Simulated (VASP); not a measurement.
ZnSe (zinc blende): the band gap from VASP (plane waves, PAW) at several levels of theory. Gaps are without spin-orbit coupling. Each level names its cell: its own relaxed one, PBE's, or the starting one. A gap is the smallest over the k-mesh and a band path; hybrids may have named points in place of the path, and GW has the mesh alone.

```json
[
 {"level": "LDA (own cell)", "band gap (eV)": "1.27", "error against measurement (eV)": "-1.60"},
 {"level": "PBE (own cell)", "band gap (eV)": "1.14", "error against measurement (eV)": "-1.73"},
 {"level": "PBEsol (own cell)", "band gap (eV)": "1.23", "error against measurement (eV)": "-1.64"},
 {"level": "SCAN (own cell)", "band gap (eV)": "1.82", "error against measurement (eV)": "-1.05"},
 {"level": "r2SCAN (starting cell)", "band gap (eV)": "1.86", "error against measurement (eV)": "-1.01"}
]
```

Measured: 2.87 eV (as given by Wei Chen et al., Physical Review Materials (2018), doi:10.1103/physrevmaterials.2.073803; zero-point renormalisation of 0.05 eV added back (the table's ZPR column)).

The cell of the LDA (own cell) run:

```
CELL_PARAMETERS angstrom
      0.00000     2.78875     2.78875
      2.78875     0.00000     2.78875
      2.78875     2.78875     0.00000
ATOMIC_POSITIONS crystal
  Zn 0.00000 0.00000 0.00000
  Se 0.25000 0.25000 0.25000
```

Only levels that ran to the end are used. Left out are those held back, those with too coarse a band path, GW runs whose mesh misses a band edge, hybrids' fits of cells that aren't cubic and levels without matching references; a question may draw on a part of the rest.

The compound is ZnSe in the zinc blende structure.
